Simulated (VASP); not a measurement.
The system is GaBSb2.

```
CELL_PARAMETERS angstrom
3.99420 0.00000 0.00000
0.00000 3.99420 0.00000
0.00000 0.00000 5.80038
ATOMIC_POSITIONS crystal
B 0.00000 0.00000 0.00000
Sb 0.00000 0.50000 0.21729
Sb 0.50000 0.00000 0.78271
Ga 0.50000 0.50000 0.50000
```

The cell was built by a generator and needn't be a form met in nature.

Base run:

* Program: VASP 6.6.1
* Functional: PBE
* Potentials or basis: VASP PAW PBE potentials, release 64 (B, Sb, Ga_d)
* Cutoff: 520 eV
* k mesh: 6 × 6 × 4
* Occupations: fermi-dirac, width 0.02 eV
* Spin: no spin polarisation

Its results: band gap on the k mesh none (metal or under the smearing width); pressure 1.8 GPa; largest force 0.213 eV/Å.

The run is repeated on the same cell with these changes: functional from PBE to r2SCAN; further incar settings from ALGO = Fast; EDIFF = 1e-06; NBANDS = 21 to ALGO = Normal; EDIFF = 1e-07; NBANDS = 21. What comes out?

Band gap on the k mesh none (metal or under the smearing width); pressure 0.2 GPa; largest force 0.017 eV/Å.

Caveats: the PAW data sets were made with another functional, which shifts forces and pressure a little (some runs).

Not every run made on this cell is shown here.
